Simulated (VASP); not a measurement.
# AgB (Pm-3m) in VASP: further runs, part 2 of 3

VASP 6.6.1. The steps go on from the part before.

### 4 Single point, LDA

This run uses another cell than the first one, of 11.34 Å³/atom, 0.921 times its volume.

Input file INCAR:

```
SYSTEM = AgB
ALGO = Normal ; EDIFF = 1E-6
ENCUT = 520 ; ISIF = 2
ISMEAR = -1 ; LASPH = .True.
LCHARG = .False. ; LREAL = .False.
LWAVE = .False. ; NBANDS = 14
NELM = 60 ; PREC = Accurate
SIGMA = 0.1
```

Input file KPOINTS:

```
k-points
0
Gamma
  6 6 6
  0 0 0
```

Input file POSCAR:

```
AgB
1.0
    2.8302889448      0.0000000000      0.0000000000
    0.0000000000      2.8302889448      0.0000000000
    0.0000000000      0.0000000000      2.8302889448
Ag B
1 1
Direct
    0.0000000000      0.0000000000      0.0000000000
    0.5000000000      0.5000000000      0.5000000000
```

Potentials or basis: VASP PAW LDA potentials, release 64 (Ag, B).

Started as:

```
$ cat potpaw_LDA.64/Ag/POTCAR potpaw_LDA.64/B/POTCAR > POTCAR
$ mpirun -np 1 vasp_std > vasp.out
```

OUTCAR:

```text
SYSTEM = AgB
   EDIFF = 1E-6
   ENCUT = 520
   ISIF = 2
   ISMEAR = -1
   LASPH = .True.
   LREAL = .False.
   NELM = 60
   PREC = Accurate

 ion  position               nearest neighbor table
   1  0.000  0.000  0.000-   2 2.45   2 2.45   2 2.45   2 2.45   2 2.45   2 2.45   2 2.45   2 2.45

   2  0.500  0.500  0.500-   1 2.45   1 2.45   1 2.45   1 2.45   1 2.45   1 2.45   1 2.45   1 2.45

  LATTYP: Found a simple cubic cell.
 ALAT       =     2.8302889448

  Lattice vectors:

 A1 = (   2.8302889448,   0.0000000000,   0.0000000000)
 A2 = (   0.0000000000,   2.8302889448,   0.0000000000)
 A3 = (   0.0000000000,   0.0000000000,   2.8302889448)

Analysis of symmetry for initial positions (statically):
=====================================================================
 Subroutine PRICEL returns:
 Original cell was already a primitive cell.

 Routine SETGRP: Setting up the symmetry group for a
 simple cubic supercell.

 Subroutine GETGRP returns: Found 48 space group operations
 (whereof 48 operations were pure point group operations)
 out of a pool of 48 trial point group operations.

The static configuration has the point symmetry O_h .

[... 170 lines left out ...]
      6       4.8278      2.00000
      7      11.4797      0.00000
      8      11.4797      0.00000
      9      11.4797      0.00000
     10      18.8864      0.00000
     11      22.3998      0.00000
     12      22.3998      0.00000
     13      30.0127      0.00000
     14      30.0127      0.00000
[... 309 lines left out ...]
      1       1.4506      2.00000
      2       1.4506      2.00000
      3       1.4506      2.00000
      4       5.7551      2.00000
      5       5.7551      2.00000
      6       7.2719      2.00000
      7      12.4055      0.00000
      8      12.4055      0.00000
      9      12.4055      0.00000
     10      13.9575      0.00000
     11      13.9575      0.00000
     12      13.9575      0.00000
     13      20.3470      0.00000
     14      35.0638      0.00000

------------------------ aborting loop because EDIFF is reached ----------------------------------------

  FORCE on cell =-STRESS in cart. coord.  units (eV):
  Direction    XX          YY          ZZ          XY          YZ          ZX
  --------------------------------------------------------------------------------------
  -------------------------------------------------------------------------------------
  Total        0.0334517      0.0334517      0.0334517     -0.0000000     -0.0000000      0.0000000
  in kB        2.3639379      2.3639379      2.3639379     -0.0000000     -0.0000000      0.0000000
  external PRESSURE =       2.3639379 kB  Pullay stress =       0.0000000 kB

 VOLUME and BASIS-vectors are now :
 -----------------------------------------------------------------------------
  energy-cutoff  :      520.00
  volume of cell :       22.67
      direct lattice vectors                 reciprocal lattice vectors
     2.830288945  0.000000000  0.000000000     0.353320816  0.000000000  0.000000000
     0.000000000  2.830288945  0.000000000     0.000000000  0.353320816  0.000000000
     0.000000000  0.000000000  2.830288945     0.000000000  0.000000000  0.353320816

 POSITION                                       TOTAL-FORCE (eV/Angst)
 -----------------------------------------------------------------------------------
      0.00000      0.00000      0.00000         0.000000      0.000000      0.000000
      1.41514      1.41514      1.41514         0.000000      0.000000      0.000000
 -----------------------------------------------------------------------------------
    total drift:                               -0.000000      0.000000      0.000000

  FREE ENERGIE OF THE ION-ELECTRON SYSTEM (eV)
  ---------------------------------------------------
  free  energy   TOTEN  =        -8.5599060420 eV

  energy  without entropy=       -8.5334002649  energy(sigma->0) =       -8.54665315
```

OSZICAR:

```text
N       E                     dE             d eps       ncg     rms          rms(c)
DAV:   1     0.628391102867E+02    0.62839E+02   -0.70894E+03   560   0.953E+02
DAV:   2    -0.863977354199E+01   -0.71479E+02   -0.66768E+02   704   0.214E+02
DAV:   3    -0.993344052394E+01   -0.12937E+01   -0.12908E+01   650   0.292E+01
DAV:   4    -0.993683474314E+01   -0.33942E-02   -0.33941E-02   638   0.165E+00
DAV:   5    -0.993686014269E+01   -0.25400E-04   -0.25400E-04   668   0.131E-01    0.123E+01
DAV:   6    -0.870819706336E+01    0.12287E+01   -0.83979E+00   614   0.288E+01    0.976E+00
DAV:   7    -0.858124099206E+01    0.12696E+00   -0.47813E-01   590   0.758E+00    0.474E+00
DAV:   8    -0.856207905517E+01    0.19162E-01   -0.17831E-02   608   0.129E+00    0.692E-01
DAV:   9    -0.855993263531E+01    0.21464E-02   -0.44492E-03   590   0.699E-01    0.685E-02
DAV:  10    -0.855990836832E+01    0.24267E-04   -0.21002E-04   662   0.123E-01    0.281E-02
DAV:  11    -0.855990678366E+01    0.15847E-05   -0.17089E-05   572   0.424E-02    0.145E-02
DAV:  12    -0.855990604199E+01    0.74167E-06   -0.87557E-07   440   0.726E-03
   1 F= -.85599060E+01 E0= -.85466532E+01  d E =-.265058E-01
```

Run time: 5.7 s. Hardware: 1 thread of AMD EPYC 7R13 (Zen 3), shared host; peak memory 0.1 GiB.

Results:

```yaml
Free_energy: -8.5599 eV
Pressure: 0.2 GPa
Band_gap_on_the_k_mesh: none (metal or under the smearing width)
```

Levels at points of the mesh, in eV from the Fermi level:
```csv
k point,band 5,band 6,band 7,band 8,band 9,band 10
"(0.00, 0.00, 0.00)",-5.13,-5.13,1.52,1.52,1.52,8.93
"(0.50, 0.00, 0.00)",-6.42,-5.02,-3.08,4.77,4.77,10.59
"(0.50, 0.50, 0.00)",-4.29,-4.29,-4.26,-0.34,3.04,3.76
"(0.50, 0.50, 0.50)",-4.21,-2.69,2.44,2.44,2.44,4.00
```

Caveat: the k mesh is coarse (spacing up to 0.37 Å⁻¹), so the values aren't converged.

### 5 Relaxation of cell and atoms, LDA

This run uses another cell than the first one, of 12.71 Å³/atom, 1.032 times its volume.

Input file INCAR:

```
SYSTEM = AgB
ALGO = Fast
EDIFF = 1E-6
EDIFFG = -0.01
ENCUT = 600
GGA = CA
IBRION = 2
ISIF = 3
ISMEAR = -1
LASPH = .TRUE.
LCHARG = .FALSE.
LREAL = .FALSE.
LWAVE = .FALSE.
NELM = 100
NSW = 60
PREC = Accurate
SIGMA = 0.1
```

Input file KPOINTS:

```
k-points
0
G
  6 6 6
  0 0 0
```

Input file POSCAR:

```
AgB
1.0
    2.9400160000      0.0000000000      0.0000000000
    0.0000000000      2.9400160000      0.0000000000
    0.0000000000      0.0000000000      2.9400160000
Ag B
1 1
Direct
    0.0000000000      0.0000000000      0.0000000000
    0.5000000000      0.5000000000      0.5000000000
```

Started as:

```
$ cat potpaw_LDA.64/Ag/POTCAR potpaw_LDA.64/B/POTCAR > POTCAR
$ mpirun -np 1 vasp_std > vasp.out
```

Wall time 12 s (1 thread of AMD EPYC 7R13 (Zen 3), shared host); peak memory 0.11 GiB.

It converged, with:

- Free energy: -8.5611 eV
- Relaxed volume: 11.35 Å³/atom
- Relaxed cell: a = 2.832 Å, b = 2.832 Å, c = 2.832 Å, α = 90.00°, β = 90.00°, γ = 90.00°
- Space group after relaxing (to 0.05 Å): Pm-3m (No. 221)
- Energy gained by relaxing: 65.0 meV/atom
- Ionic steps: 3
- Pressure after relaxing: 0.1 GPa
- Band gap on the k mesh: none (metal or under the smearing width)

The path:
| step | energy change (eV) | largest force (eV/Å) | pressure (GPa) | volume (Å³) |
| --- | --- | --- | --- | --- |
| 1 | 0.0000 | 0.0000 | -13.51 | 25.41 |
| 2 | -0.1032 | 0.0000 | 8.83 | 21.67 |
| 3 | -0.1301 | 0.0000 | 0.11 | 22.71 |

Final structure:
```yaml
crystal:
  lattice:
    - [2.83175, 0.00000, 0.00000]
    - [0.00000, 2.83175, 0.00000]
    - [0.00000, 0.00000, 2.83175]
  atoms:
    - { symbol: Ag, position: [0.00000, 0.00000, 0.00000] }
    - { symbol: B, position: [0.50000, 0.50000, 0.50000] }
```

Levels at points of the mesh, in eV from the Fermi level:
| k point | band 5 | band 6 | band 7 | band 8 | band 9 | band 10 |
| --- | --- | --- | --- | --- | --- | --- |
| (0.00, 0.00, 0.00) | -5.13 | -5.13 | 1.52 | 1.52 | 1.52 | 8.91 |
| (0.50, 0.00, 0.00) | -6.42 | -5.02 | -3.08 | 4.76 | 4.76 | 10.77 |
| (0.50, 0.50, 0.00) | -4.28 | -4.28 | -4.26 | -0.35 | 3.04 | 3.76 |
| (0.50, 0.50, 0.50) | -4.20 | -2.69 | 2.44 | 2.44 | 2.44 | 4.00 |

### 6 Single point, PBE

Input file INCAR:

```
ALGO     = Fast           # electronic algorithm
EDIFF    = 1E-6           # SCF threshold, eV
ENCUT    = 520            # plane-wave cutoff, eV
GGA      = PE             # functional
ISIF     = 2              # what is computed and relaxed
ISMEAR   = -1             # smearing method
LASPH    = T              # aspherical terms in the spheres
LCHARG   = F              # write CHGCAR
LREAL    = F              # projectors in reciprocal space
LWAVE    = F              # write WAVECAR
NBANDS   = 14             # bands
NELM     = 100            # most SCF steps
PREC     = Accurate       # precision mode
SIGMA    = 0.1            # smearing width, eV
```

Input file KPOINTS:

```
k-points
0
Gamma
  6 6 6
```

Input file POSCAR:

```
AgB
1.0
    2.9089287624      0.0000000000      0.0000000000
    0.0000000000      2.9089287624      0.0000000000
    0.0000000000      0.0000000000      2.9089287624
Ag B
1 1
Direct
    0.0000000000      0.0000000000      0.0000000000
    0.5000000000      0.5000000000      0.5000000000
```

Potentials or basis: VASP PAW PBE potentials, release 64 (Ag, B).

Started as:

```
$ cat potpaw_PBE.64/Ag/POTCAR potpaw_PBE.64/B/POTCAR > POTCAR
$ mpirun -np 1 vasp_std > vasp.out
```

OUTCAR:

```text
EDIFF = 1E-6
   ENCUT = 520
   GGA = PE
   ISIF = 2
   ISMEAR = -1
   LASPH = T
   LREAL = F
   NELM = 100
   PREC = Accurate

 ion  position               nearest neighbor table
   1  0.000  0.000  0.000-   2 2.52   2 2.52   2 2.52   2 2.52   2 2.52   2 2.52   2 2.52   2 2.52

   2  0.500  0.500  0.500-   1 2.52   1 2.52   1 2.52   1 2.52   1 2.52   1 2.52   1 2.52   1 2.52

  LATTYP: Found a simple cubic cell.
 ALAT       =     2.9089287624

  Lattice vectors:

 A1 = (   2.9089287624,   0.0000000000,   0.0000000000)
 A2 = (   0.0000000000,   2.9089287624,   0.0000000000)
 A3 = (   0.0000000000,   0.0000000000,   2.9089287624)

Analysis of symmetry for initial positions (statically):
=====================================================================
 Subroutine PRICEL returns:
 Original cell was already a primitive cell.

 Routine SETGRP: Setting up the symmetry group for a
 simple cubic supercell.

 Subroutine GETGRP returns: Found 48 space group operations
[... 172 lines left out ...]
      2       1.8348      2.00000
      3       1.8348      2.00000
      4       3.9923      2.00000
      5       3.9923      2.00000
      6       3.9923      2.00000
      7      10.4390      0.00000
      8      10.4390      0.00000
      9      10.4390      0.00000
     10      16.7604      0.00000
     11      20.7215      0.00000
     12      20.7215      0.00000
     13      27.8815      0.00000
     14      27.8815      0.00000
[... 309 lines left out ...]
      1       1.0624      2.00000
      2       1.0624      2.00000
      3       1.0624      2.00000
      4       4.7705      2.00000
      5       4.7705      2.00000
      6       5.8721      2.00000
      7      11.0259      0.00000
      8      11.0259      0.00000
      9      11.0259      0.00000
     10      12.9197      0.00000
     11      12.9197      0.00000
     12      12.9197      0.00000
     13      18.4781      0.00000
     14      32.6965      0.00000

------------------------ aborting loop because EDIFF is reached ----------------------------------------

  FORCE on cell =-STRESS in cart. coord.  units (eV):
  Direction    XX          YY          ZZ          XY          YZ          ZX
  --------------------------------------------------------------------------------------
  -------------------------------------------------------------------------------------
  Total       -0.0254779     -0.0254779     -0.0254779      0.0000000      0.0000000     -0.0000000
  in kB       -1.6583430     -1.6583430     -1.6583430      0.0000000      0.0000000     -0.0000000
  external PRESSURE =      -1.6583430 kB  Pullay stress =       0.0000000 kB

 VOLUME and BASIS-vectors are now :
 -----------------------------------------------------------------------------
  energy-cutoff  :      520.00
  volume of cell :       24.61
      direct lattice vectors                 reciprocal lattice vectors
     2.908928762  0.000000000  0.000000000     0.343769161  0.000000000  0.000000000
     0.000000000  2.908928762  0.000000000     0.000000000  0.343769161  0.000000000
     0.000000000  0.000000000  2.908928762     0.000000000  0.000000000  0.343769161

 POSITION                                       TOTAL-FORCE (eV/Angst)
 -----------------------------------------------------------------------------------
      0.00000      0.00000      0.00000         0.000000      0.000000      0.000000
      1.45446      1.45446      1.45446         0.000000      0.000000      0.000000
 -----------------------------------------------------------------------------------
    total drift:                               -0.000000      0.000000      0.000000

  FREE ENERGIE OF THE ION-ELECTRON SYSTEM (eV)
  ---------------------------------------------------
  free  energy   TOTEN  =        -6.6571413133 eV

  energy  without entropy=       -6.6176065802  energy(sigma->0) =       -6.63737395
```

OSZICAR:

```text
N       E                     dE             d eps       ncg     rms          rms(c)
DAV:   1     0.574520817449E+02    0.57452E+02   -0.67416E+03   560   0.933E+02
DAV:   2    -0.662660629371E+01   -0.64079E+02   -0.59560E+02   674   0.199E+02
DAV:   3    -0.780535781548E+01   -0.11788E+01   -0.11763E+01   674   0.275E+01
DAV:   4    -0.780854020774E+01   -0.31824E-02   -0.31823E-02   620   0.158E+00
DAV:   5    -0.780856402142E+01   -0.23814E-04   -0.23814E-04   662   0.133E-01    0.101E+01
RMM:   6    -0.679417055777E+01    0.10144E+01   -0.31974E+00   563   0.139E+01    0.870E+00
RMM:   7    -0.667082146514E+01    0.12335E+00   -0.18631E-01   562   0.332E+00    0.426E+00
RMM:   8    -0.665865442199E+01    0.12167E-01   -0.92205E-03   582   0.876E-01    0.510E-01
RMM:   9    -0.665713209982E+01    0.15223E-02   -0.23100E-03   589   0.366E-01    0.515E-02
RMM:  10    -0.665713826646E+01   -0.61666E-05   -0.59775E-05   609   0.629E-02    0.217E-02
RMM:  11    -0.665714121344E+01   -0.29470E-05   -0.10141E-05   556   0.236E-02    0.610E-03
RMM:  12    -0.665714131327E+01   -0.99826E-07   -0.17518E-06   439   0.997E-03
   1 F= -.66571413E+01 E0= -.66373739E+01  d E =-.395347E-01
```

Run time: 6.3 s. Hardware: 1 thread of AMD EPYC 7R13 (Zen 3), shared host; peak memory 0.1 GiB.

What came out:

| Item | Value |
| --- | --- |
| Free energy | -6.6571 eV |
| Pressure | -0.2 GPa |
| Band gap on the k mesh | none (metal or under the smearing width) |

Levels at points of the mesh, in eV from the Fermi level:
| k point | band 5 | band 6 | band 7 | band 8 | band 9 | band 10 |
| --- | --- | --- | --- | --- | --- | --- |
| (0.00, 0.00, 0.00) | -4.74 | -4.74 | 1.70 | 1.70 | 1.70 | 8.03 |
| (0.50, 0.00, 0.00) | -5.85 | -4.65 | -2.89 | 4.59 | 4.59 | 10.24 |
| (0.50, 0.50, 0.00) | -4.01 | -3.73 | -3.73 | -0.71 | 2.96 | 3.79 |
| (0.50, 0.50, 0.50) | -3.96 | -2.86 | 2.29 | 2.29 | 2.29 | 4.18 |

(Part 2 of 3 ends here.)
